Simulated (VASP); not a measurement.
Input for VASP

### INCAR
```
! general
SYSTEM  = CdS
PREC    = Accurate
ENCUT   = 500   ! plane-wave cut-off (eV)
LREAL   = .FALSE.   ! projection in real space or not
LASPH   = .TRUE.   ! aspherical one-centre terms

! electronic loop
EDIFF   = 1E-6   ! SCF stop (eV)
NELM    = 100   ! most electronic steps
ALGO    = Normal   ! blocked Davidson
LMAXMIX = 4

! smearing
ISMEAR  = 0   ! Gaussian
SIGMA   = 0.05   ! width (eV)

! functional
GGA     = PE   ! PBE

! ions
IBRION  = 2   ! conjugate gradients
NSW     = 40   ! most ionic steps
ISIF    = 3
EDIFFG  = -0.02   ! ionic stop
PSTRESS = 50   ! kbar

! output
LWAVE   = .FALSE.
LCHARG  = .FALSE.
```

POSCAR:
```
CdS
1
    0.0000000000     2.9707620389     2.9707620389
    2.9707620389     0.0000000000     2.9707620389
    2.9707620389     2.9707620389     0.0000000000
Cd S
1 1
Direct
  0.0000000000   0.0000000000   0.0000000000
  0.2500000000   0.2500000000   0.2500000000
```

**KPOINTS**
```
Automatic mesh
0
Gamma
8 8 8
0 0 0
```

POTCAR, in this order: Cd S (PBE.64 set). Program: vasp_std.

Translate this PBE calculation to Quantum ESPRESSO's pw.x.

One equivalent input (not run):
```
&CONTROL
  calculation = 'vc-relax'
  pseudo_dir = './pseudo'
  outdir = './out'
  tprnfor = .true.
  tstress = .true.
  nstep = 40
  forc_conv_thr = 0.00078
/
&SYSTEM
  ibrav = 0
  nat = 2
  ntyp = 2
  ecutwfc = 102
  occupations = 'smearing'
  smearing = 'gaussian'
  degauss = 0.003675
  input_dft = 'pbe'
/
&ELECTRONS
  conv_thr = 7.3e-08
  electron_maxstep = 100
/
&IONS
/
&CELL
  press = 50
/
ATOMIC_SPECIES
  Cd 112.414 Cd.upf
  S 32.060 S.upf
CELL_PARAMETERS angstrom
     0.0000000    2.9707620    2.9707620
     2.9707620    0.0000000    2.9707620
     2.9707620    2.9707620    0.0000000
ATOMIC_POSITIONS crystal
  Cd   0.0000000  0.0000000  0.0000000
  S    0.2500000  0.2500000  0.2500000
K_POINTS automatic
  8 8 8 0 0 0
```
Limits of the translation: the potentials are each code's own (VASP's PAW set, PseudoDojo norm-conserving files in pw.x), so ENCUT and ecutwfc are chosen apart and not converted; conv_thr bounds pw.x's estimated SCF error, while EDIFF bounds the energy change between steps; forc_conv_thr acts on force components and is met together with etot_conv_thr.

The compound is CdS in the zinc blende structure, a metastable form; wurtzite is the usual one. This run relaxes it under an external pressure of 5 GPa. Symmetry was kept, so distortions that lower it aren't found.
